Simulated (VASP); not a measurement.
MoPd: equation of state with PBEsol

The system is MoPd.

```
Pd Mo
1.0
     2.79390    0.00000    0.00000
    -1.39695    2.41958    0.00000
     0.00000    0.00000    4.56637
Pd Mo
1 1
Cartesian
  0.0000 1.6131 0.0000
  1.3969 0.8065 2.2832
```

The cell comes from a database or a generator and needn't be the stable form of this composition.

| Quantity | Value |
| --- | --- |
| Program | VASP 6.6.1 |
| Task | equation of state |
| Functional | PBEsol |
| Potentials or basis | VASP PAW PBE potentials, release 64 (Pd, Mo_sv) |
| Cutoff | 520 eV |
| k mesh | 11 × 11 × 6 |
| Occupations | fermi-dirac, width 0.05 eV |
| Spin | no spin polarisation |

- Equilibrium volume: 14.75 Å³/atom
- Bulk modulus at fixed shape and positions: 254 GPa
- Pressure derivative of the bulk modulus: 4.8

Energy against volume, from the lowest point:
| volume (Å³/atom) | energy (meV/atom) |
| --- | --- |
| 14.508 | 2.96 |
| 14.817 | 0.00 |
| 15.126 | 7.01 |
| 15.434 | 22.83 |
| 15.743 | 46.46 |
| 16.052 | 77.00 |
| 16.361 | 113.64 |

All runs of the series together: 3.2 min on 1 thread of Intel(R) Xeon(R) Platinum 8488C (Sapphire Rapids), on a shared host.

Caveat: the cell was scaled at fixed shape and fractional positions, which overstates the stiffness of a crystal with free parameters, most of all of layers and chains; the PAW data sets were made with another functional, which shifts forces and pressure a little.
